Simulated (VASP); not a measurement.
# What goes wrong when Iridium is relaxed with a bad input

Aim: see how common mistakes in a VASP relaxation show up, on Iridium. The starting structure is a measured crystal structure from the Crystallography Open Database. The first relaxation on each setting starts from this cell expanded by 3 % in volume.

Calculated with VASP 6.6.1; Kohn-Sham DFT with plane waves and PAW; PBEsol.

### 1. The starting structure

It takes space group Fm-3m (No. 225, cubic). Conventional cell: a = 3.839 Å, b = 3.839 Å, c = 3.839 Å, α = 90.00°, β = 90.00°, γ = 90.00°. Nearest to Ir lie 12 Ir at 2.71 Å.

As a file:

```cif
data_structure
_symmetry_space_group_name_H-M 'P 1'
_symmetry_Int_Tables_number 1
_cell_length_a 2.7149
_cell_length_b 2.7149
_cell_length_c 2.7149
_cell_angle_alpha 60.000
_cell_angle_beta 60.000
_cell_angle_gamma 60.000
_cell_volume 14.15
loop_
_atom_site_label
_atom_site_type_symbol
_atom_site_fract_x
_atom_site_fract_y
_atom_site_fract_z
_atom_site_occupancy
Ir1 Ir 0.00000 0.00000 0.00000 1
```

### 2. Reference relaxation

This run starts from the cell of an earlier relaxation, which isn't shown; the restart sets up the plane waves anew.

INCAR

```
SYSTEM = Ir
PREC = Accurate
ENCUT = 450
EDIFF = 1E-06
NELM = 100
ISMEAR = 1
SIGMA = 0.15
LREAL = .FALSE.
ALGO = Normal
GGA = PS
NBANDS = 10
LORBIT = 11
LWAVE = .FALSE.
LCHARG = .FALSE.
KPAR = 4
IBRION = 2
NSW = 50
ISIF = 3
EDIFFG = -0.006
```

POSCAR

```
Ir
1.0
    0.0000000000      1.9164276116      1.9164276116
    1.9164276116      0.0000000000      1.9164276116
    1.9164276116      1.9164276116      0.0000000000
Ir
1
Direct
    0.0000000000      0.0000000000      0.0000000000
```

KPOINTS

```
Automatic mesh
0
Gamma
20 20 20
0 0 0
```

PAW data sets: Ir (PBE family, release 64).

On the command line:

```sh
$ mpirun -np 4 vasp_std
```

Log:

```text
[banner, memory and clock lines left out]
running    4 mpi-ranks, on    1 nodes
 distrk:  each k-point on    1 cores,    4 groups
 distr:  one band on    1 cores,    1 groups

 POSCAR found type information on POSCAR Ir
 POSCAR found :  1 types and       1 ions
|                                                                             |
|               ----> ADVICE to this user running VASP <----                  |
|                                                                             |
|     You enforced a specific xc type in the INCAR file but a different       |
|     [... a line on the potential file left out ...]
|     I HOPE YOU KNOW WHAT YOU ARE DOING!                                     |
|                                                                             |

 LDA part: xc-table for (Slater+PW92), standard interpolation
 POSCAR, INCAR and KPOINTS ok, starting setup
 FFT: planning ... GRIDC
 FFT: planning ... GRID_SOFT
 FFT: planning ... GRID
 WAVECAR not read
 entering main loop
       N       E                     dE             d eps       ncg     rms          rms(c)
DAV:   1     0.423694016988E+02    0.42369E+02   -0.39783E+03  5202   0.723E+02
DAV:   2    -0.965956693378E+01   -0.52029E+02   -0.49240E+02  5270   0.186E+02
DAV:   3    -0.104513396184E+02   -0.79177E+00   -0.79014E+00  5942   0.275E+01
DAV:   4    -0.104583573579E+02   -0.70177E-02   -0.70164E-02  5760   0.247E+00
DAV:   5    -0.104584978253E+02   -0.14047E-03   -0.14046E-03  5930   0.330E-01    0.159E+01
DAV:   6    -0.992649111901E+01    0.53201E+00   -0.93990E-01  5738   0.117E+01    0.627E+00
DAV:   7    -0.983034240420E+01    0.96149E-01   -0.28153E-01  6096   0.584E+00    0.146E+00
DAV:   8    -0.982785747662E+01    0.24849E-02   -0.20406E-03  5490   0.447E-01    0.116E+00
DAV:   9    -0.982314541791E+01    0.47121E-02   -0.23308E-03  5626   0.688E-01    0.333E-02
DAV:  10    -0.982313585061E+01    0.95673E-05   -0.14266E-05  7368   0.390E-02    0.167E-02
DAV:  11    -0.982313756453E+01   -0.17139E-05   -0.11422E-06  4878   0.669E-03    0.162E-03
DAV:  12    -0.982313758342E+01   -0.18888E-07   -0.26430E-08  2740   0.174E-03
   1 F= -.98231376E+01 E0= -.98236782E+01  d E =-.982314E+01
 curvature:   0.00 expect dE= 0.000E+00 dE for cont linesearch  0.000E+00
 trial: gam= 0.00000 g(F)=  0.322E-65 g(S)=  0.232E-06 ort = 0.000E+00 (trialstep = 0.100E+01)
 search vector abs. value=  0.232E-06
 reached required accuracy - stopping structural energy minimisation
```

The job ended after 11 s (4 MPI ranks of AMD EPYC 7R43, shared host; peak memory 0.46 GiB).

The logs omit lines about the potential files and the build; timing stands in the text.

From OUTCAR (step 2):

```text
ion  position               nearest neighbor table
   1  0.000  0.000  0.000-

  LATTYP: Found a face centered cubic cell.
 ALAT       =     3.8328552232

 Subroutine GETGRP returns: Found 48 space group operations
 (whereof 48 operations were pure point group operations)

The static configuration has the point symmetry O_h .

 Found    256 irreducible k-points:

   k-points           NKPTS =    256   k-points in BZ     NKDIM =    256   number of bands    NBANDS=     10

   dimension x,y,z NGX =    20 NGY =   20 NGZ =   20
   dimension x,y,z NGXF=    40 NGYF=   40 NGZF=   40

   ENCUT  =  450.0 eV  33.07 Ry    5.75 a.u.   4.69  4.69  4.69*2*pi/ulx,y,z

   NELECT =       9.0000    total number of electrons

 k-points in reciprocal lattice and weights: Automatic mesh
   0.00000000  0.00000000  0.00000000       0.000
   0.05000000  0.00000000  0.00000000       0.001
   0.10000000  0.00000000  0.00000000       0.001
   0.15000000  0.00000000  0.00000000       0.001
   0.20000000  0.00000000  0.00000000       0.001
   0.25000000  0.00000000  0.00000000       0.001
   0.30000000  0.00000000  0.00000000       0.001
   0.35000000  0.00000000  0.00000000       0.001
   0.40000000  0.00000000  0.00000000       0.001
[...]
-0.30000000  0.50000000  0.20000000       0.002
  -0.25000000  0.50000000  0.25000000       0.001

 average (electrostatic) potential at core
       1 -48.5316

 E-fermi :  10.2803

 k-point     1 :       0.0000    0.0000    0.0000
  band No.  band energies     occupation
    ...
      2       6.3934      2.00000
      3       6.3934      2.00000
      4       6.3934      2.00000
      5       9.1386      2.00000
      6       9.1386      2.00000
      7      24.6434      0.00000
      8      30.2453      0.00000
      9      30.2453      0.00000
     10      30.2453      0.00000

 k-point     2 :       0.0500    0.0000    0.0000
  band No.  band energies     occupation
    ...
      2       6.3323      2.00000
      3       6.4428      2.00000
      4       6.4428      2.00000
      5       9.1059      2.00000
      6       9.1059      2.00000
      7      24.8393      0.00000
      8      29.6182      0.00000
      9      30.4307      0.00000
     10      30.4307      0.00000

 k-point     3 :       0.1000    0.0000    0.0000
  band No.  band energies     occupation
    ...
      2       6.1704      2.00000
      3       6.5763      2.00000
      4       6.5763      2.00000
      5       9.0289      2.00000
      6       9.0289      2.00000
      7      25.3878      0.00000
      8      28.3362      0.00000
      9      30.9728      0.00000
     10      30.9728      0.00000

  Total        0.0012664      0.0012664      0.0012664      0.0000000      0.0000000     -0.0000000
  in kB        0.1441372      0.1441372      0.1441372      0.0000000      0.0000000     -0.0000000
  external PRESSURE =       0.1441372 kB  Pullay stress =       0.0000000 kB

  energy-cutoff  :      450.00
  volume of cell :       14.08
      direct lattice vectors                 reciprocal lattice vectors
     0.000000000  1.916427612  1.916427612    -0.260902106  0.260902106  0.260902106
     1.916427612  0.000000000  1.916427612     0.260902106 -0.260902106  0.260902106
     1.916427612  1.916427612  0.000000000     0.260902106  0.260902106 -0.260902106

 POSITION                                       TOTAL-FORCE (eV/Angst)
 -----------------------------------------------------------------------------------
      0.00000      0.00000      0.00000        -0.000000     -0.000000      0.000000
 -----------------------------------------------------------------------------------
    total drift:                               -0.000000     -0.000000     -0.000000

  FREE ENERGIE OF THE ION-ELECTRON SYSTEM (eV)
  ---------------------------------------------------
  free  energy   TOTEN  =        -9.8231375834 eV

  energy  without entropy=       -9.8247594030  energy(sigma->0) =       -9.82367819

 reached required accuracy - stopping structural energy minimisation

 total charge
# of ion       s       p       d       tot
------------------------------------------
    1        0.675   0.749   6.977   8.401

[... 3 further parts left out ...]
```

CONTCAR:

```
Ir
   1.00000000000000
     0.0000000000000000    1.9164276116000001    1.9164276116000001
     1.9164276116000001    0.0000000000000000    1.9164276116000001
     1.9164276116000001    1.9164276116000001    0.0000000000000000
  Ir
     1
Direct
     0.0000000000000000    0.0000000000000000    0.0000000000000000
```

This run has no spin polarisation. Its electron count is odd, so without a moment it is a metal by construction. The PAW data sets were made with PBE, which is usual practice but a small mismatch for other functionals. The run keeps the 48 symmetry operations of its start, so it cannot find a distortion of lower symmetry.

The reference relaxation ends at 14.077 Å³ an atom.

### 3. Relaxation with a loose electronic threshold

A slip made on purpose: a loose electronic threshold. Against step 2 the input has EDIFF = 0.01 (also changed: NELM and NSW).

Changes to INCAR since step 2:

```diff
@@ -3,4 +3,4 @@
 ENCUT = 450
-EDIFF = 1E-06
-NELM = 100
+EDIFF = 0.01
+NELM = 60
 ISMEAR = 1
@@ -16,3 +16,3 @@
 IBRION = 2
-NSW = 50
+NSW = 30
 ISIF = 3
```

POSCAR

```
Ir
1.0
    0.0000000000      1.9387081669      1.9387081669
    1.9387081669      0.0000000000      1.9387081669
    1.9387081669      1.9387081669      0.0000000000
Ir
1
Direct
    0.0000000000      0.0000000000      0.0000000000
```

KPOINTS is that of step 2.

On the command line:

```sh
$ mpirun -np 4 vasp_std
```

Log:

```text
[banner, memory and clock lines left out]
running    4 mpi-ranks, on    1 nodes
[...]
[... a notice as in an earlier step ...]

 LDA part: xc-table for (Slater+PW92), standard interpolation
 POSCAR, INCAR and KPOINTS ok, starting setup
[...]
entering main loop
       N       E                     dE             d eps       ncg     rms          rms(c)
DAV:   1     0.402052488599E+02    0.40205E+02   -0.40092E+03  5344   0.722E+02
DAV:   2    -0.967098807454E+01   -0.49876E+02   -0.46544E+02  5286   0.180E+02
DAV:   3    -0.104517093077E+02   -0.78072E+00   -0.77759E+00  6004   0.273E+01
DAV:   4    -0.104585076602E+02   -0.67984E-02   -0.67975E-02  5770   0.239E+00
DAV:   5    -0.104586444508E+02   -0.13679E-03   -0.13679E-03  5832   0.322E-01    0.145E+01
DAV:   6    -0.990092418302E+01    0.55772E+00   -0.10555E+00  5722   0.122E+01    0.552E+00
DAV:   7    -0.981044255996E+01    0.90482E-01   -0.28009E-01  6076   0.574E+00    0.147E+00
DAV:   8    -0.980798363499E+01    0.24589E-02   -0.20015E-03  5254   0.438E-01
   1 F= -.98079836E+01 E0= -.98085796E+01  d E =-.980798E+01
[... from here on, the cycles between the ionic steps are left out ...]
   2 F= -.98090571E+01 E0= -.98095537E+01  d E =-.107350E-02
   3 F= -.98191337E+01 E0= -.98197030E+01  d E =-.111501E-01
   4 F= -.98234291E+01 E0= -.98239688E+01  d E =-.154455E-01
   5 F= -.98234142E+01 E0= -.98239564E+01  d E =-.154305E-01
   6 F= -.98234141E+01 E0= -.98239557E+01  d E =0.855156E-07
   7 F= -.98234178E+01 E0= -.98239591E+01  d E =-.365014E-05
   8 F= -.98234178E+01 E0= -.98239592E+01  d E =0.655302E-08
   9 F= -.98234179E+01 E0= -.98239593E+01  d E =-.126180E-06
  10 F= -.98234181E+01 E0= -.98239595E+01  d E =-.323563E-06
  11 F= -.98234185E+01 E0= -.98239598E+01  d E =-.706031E-06
  12 F= -.98234192E+01 E0= -.98239605E+01  d E =-.141396E-05
  13 F= -.98234204E+01 E0= -.98239615E+01  d E =-.262255E-05
  14 F= -.98234220E+01 E0= -.98239627E+01  d E =-.421037E-05
  15 F= -.98234219E+01 E0= -.98239618E+01  d E =-.406225E-05
[...]
reached required accuracy - stopping structural energy minimisation
```

The job ended after 38 s (4 MPI ranks; peak memory 0.55 GiB; 2.5 min of CPU time).

OUTCAR, selected parts (step 3):

```text
  Total        0.0003593      0.0003593      0.0003593     -0.0000000      0.0000000      0.0000000
  in kB        0.0409065      0.0409065      0.0409065     -0.0000000      0.0000000      0.0000000
  external PRESSURE =       0.0409065 kB  Pullay stress =       0.0000000 kB

 POSITION                                       TOTAL-FORCE (eV/Angst)
 -----------------------------------------------------------------------------------
      0.00000      0.00000      0.00000         0.000000      0.000000     -0.000000
 -----------------------------------------------------------------------------------
    total drift:                               -0.000000     -0.000000     -0.000000

  FREE ENERGIE OF THE ION-ELECTRON SYSTEM (eV)
  ---------------------------------------------------
  free  energy   TOTEN  =        -9.8234218840 eV

  energy  without entropy=       -9.8250415935  energy(sigma->0) =       -9.82396179

[... 2 parts as in an earlier step ...]

[... 2 further parts left out ...]
[key lines of the parts left out:]
E-fermi :  10.2859
```

Logs of long relaxations may skip ionic steps without a mark.

With a loose electronic threshold the cell ends at 14.073 Å³ an atom, -0.03 % from the reference.

### 4. Relaxation with an ionic step far too long

A slip made on purpose: an ionic step far too long. Against step 2 the input has IBRION = 1 and POTIM = 2 (also changed: NELM and NSW).

Changes to INCAR since step 3:

```diff
@@ -3,3 +3,3 @@
 ENCUT = 450
-EDIFF = 0.01
+EDIFF = 1E-06
 NELM = 60
@@ -15,3 +15,3 @@
 KPAR = 4
-IBRION = 2
+IBRION = 1
 NSW = 30
@@ -19 +19,2 @@
 EDIFFG = -0.006
+POTIM = 2
```

POSCAR is that of step 3.

KPOINTS is that of step 3.

On the command line:

```sh
$ mpirun -np 4 vasp_std
```

Log:

```text
[... set-up lines as in an earlier step ...]
 entering main loop
       N       E                     dE             d eps       ncg     rms          rms(c)
[... 4 cycles as in an earlier step ...]
DAV:   5    -0.104586444625E+02   -0.13680E-03   -0.13680E-03  5888   0.322E-01    0.145E+01
DAV:   6    -0.990092408123E+01    0.55772E+00   -0.10556E+00  5722   0.122E+01    0.552E+00
DAV:   7    -0.981044253384E+01    0.90482E-01   -0.28009E-01  6076   0.574E+00    0.147E+00
DAV:   8    -0.980798416254E+01    0.24584E-02   -0.20070E-03  5502   0.438E-01    0.116E+00
DAV:   9    -0.980350417566E+01    0.44800E-02   -0.21635E-03  5650   0.656E-01    0.246E-02
DAV:  10    -0.980349856872E+01    0.56069E-05   -0.12775E-05  7254   0.364E-02    0.168E-02
DAV:  11    -0.980350026384E+01   -0.16951E-05   -0.98012E-07  4690   0.622E-03    0.135E-03
DAV:  12    -0.980350029251E+01   -0.28673E-07   -0.24342E-08  2732   0.169E-03
   1 F= -.98035003E+01 E0= -.98040969E+01  d E =-.980350E+01
[...]
2 F= 0.67849601E+01 E0= 0.67850826E+01  d E =0.165885E+02
[...]
3 F= -.98168623E+01 E0= -.98174341E+01  d E =-.166018E+02
[...]
4 F= -.98213091E+01 E0= -.98218671E+01  d E =-.444680E-02
[...]
5 F= -.98234198E+01 E0= -.98239599E+01  d E =-.211074E-02
[...]
6 F= -.98234224E+01 E0= -.98239630E+01  d E =-.258682E-05
 BRION: g(F)=  0.564E-63 g(S)=  0.213E-05 retain N=  1 mean eig= 0.06
 eig:   0.062
 reached required accuracy - stopping structural energy minimisation
```

Run time: 39 s. Hardware: 4 MPI ranks; peak memory 0.58 GiB.

Parts of OUTCAR (step 4):

```text
  Total        0.0019169      0.0019169      0.0019169      0.0000000     -0.0000000      0.0000000
  in kB        0.2181909      0.2181909      0.2181909      0.0000000     -0.0000000      0.0000000
  external PRESSURE =       0.2181909 kB  Pullay stress =       0.0000000 kB

 POSITION                                       TOTAL-FORCE (eV/Angst)
 -----------------------------------------------------------------------------------
     -0.00000     -0.00000     -0.00000         0.000000     -0.000000      0.000000
 -----------------------------------------------------------------------------------
    total drift:                               -0.000000     -0.000000      0.000000

  FREE ENERGIE OF THE ION-ELECTRON SYSTEM (eV)
  ---------------------------------------------------
  free  energy   TOTEN  =        -9.8234224018 eV

  energy  without entropy=       -9.8250441642  energy(sigma->0) =       -9.82396299

[... 2 parts as in an earlier step ...]

[... 2 further parts left out ...]
[key lines of the parts left out:]
E-fermi :  10.2812
```

With an ionic step far too long the cell ends at 14.076 Å³ an atom, -0.01 % from the reference.

### 5. Relaxation with a k mesh far too coarse

A slip made on purpose: a k mesh far too coarse. Against step 2 the input has a 2×2×2 mesh (also changed: NELM, NCORE and KPAR).

Changes to INCAR since step 4:

```diff
@@ -14,7 +14,6 @@
 LCHARG = .FALSE.
-KPAR = 4
-IBRION = 1
-NSW = 30
+NCORE = 4
+IBRION = 2
+NSW = 50
 ISIF = 3
 EDIFFG = -0.006
-POTIM = 2
```

POSCAR is that of step 4.

KPOINTS

```
Automatic mesh
0
Gamma
2 2 2
0 0 0
```

On the command line:

```sh
$ mpirun -np 4 vasp_std
```

Log:

```text
[banner, memory and clock lines left out]
running    4 mpi-ranks, on    1 nodes
[...]
[... a notice as in an earlier step ...]

 LDA part: xc-table for (Slater+PW92), standard interpolation
 POSCAR, INCAR and KPOINTS ok, starting setup
[...]
entering main loop
       N       E                     dE             d eps       ncg     rms          rms(c)
DAV:   1     0.482805911325E+02    0.48281E+02   -0.42706E+03    60   0.770E+02
DAV:   2    -0.498382494322E+01   -0.53264E+02   -0.51036E+02    62   0.182E+02
DAV:   3    -0.584421745024E+01   -0.86039E+00   -0.85229E+00    78   0.268E+01
DAV:   4    -0.584835033149E+01   -0.41329E-02   -0.41281E-02    62   0.165E+00
[...]
DAV:  11    -0.510767782328E+01    0.13188E-05   -0.43085E-07    34   0.818E-03    0.171E-02
DAV:  12    -0.510767402799E+01    0.37953E-05   -0.11254E-05    60   0.381E-02    0.410E-03
DAV:  13    -0.510767412212E+01   -0.94139E-07   -0.17838E-07    30   0.463E-03
   1 F= -.51076741E+01 E0= -.50949034E+01  d E =-.510767E+01
[... from here on, the cycles between the ionic steps are left out ...]
   2 F= -.37381243E+01 E0= -.37195549E+01  d E =0.136955E+01
   3 F= -.46462178E+01 E0= -.46315140E+01  d E =0.461456E+00
   4 F= -.53590252E+01 E0= -.53503571E+01  d E =-.251351E+00
   5 F= -.55217822E+01 E0= -.55094026E+01  d E =-.414108E+00
   6 F= -.55267961E+01 E0= -.55149292E+01  d E =-.419122E+00
   7 F= -.55270077E+01 E0= -.55150500E+01  d E =-.419334E+00
   8 F= -.55268970E+01 E0= -.55148653E+01  d E =-.419223E+00
   9 F= -.55269073E+01 E0= -.55148797E+01  d E =-.103418E-04
  10 F= -.55269343E+01 E0= -.55149152E+01  d E =-.373655E-04
  11 F= -.55269346E+01 E0= -.55149155E+01  d E =-.220640E-06
  12 F= -.55269352E+01 E0= -.55149164E+01  d E =-.896958E-06
  13 F= -.55269366E+01 E0= -.55149183E+01  d E =-.224297E-05
  14 F= -.55269392E+01 E0= -.55149221E+01  d E =-.490160E-05
  15 F= -.55269444E+01 E0= -.55149295E+01  d E =-.100944E-04
  16 F= -.55269543E+01 E0= -.55149438E+01  d E =-.199629E-04
  17 F= -.55269710E+01 E0= -.55149672E+01  d E =-.366585E-04
  18 F= -.55269953E+01 E0= -.55150074E+01  d E =-.609932E-04
  19 F= -.55270075E+01 E0= -.55150514E+01  d E =-.731705E-04
  20 F= -.55270089E+01 E0= -.55150457E+01  d E =-.745322E-04
[...]
reached required accuracy - stopping structural energy minimisation
```

Elapsed: 5.4 s, on 4 MPI ranks; peak memory 0.29 GiB.

(Part 1 of 2 ends here.)

[Lines on the potential files, build, host, timing and source positions are cut from VASP's logs without a mark.]

[Logs are printed without paths, hosts, clocks, repeated set-up lines and the standing remarks that a program may print on its own settings, such as how far it seeks lower states.]

[Hosts, paths, dates, database ids (printed as entryN), source tags and the programs' standing remarks are cut or masked in the printed files.]
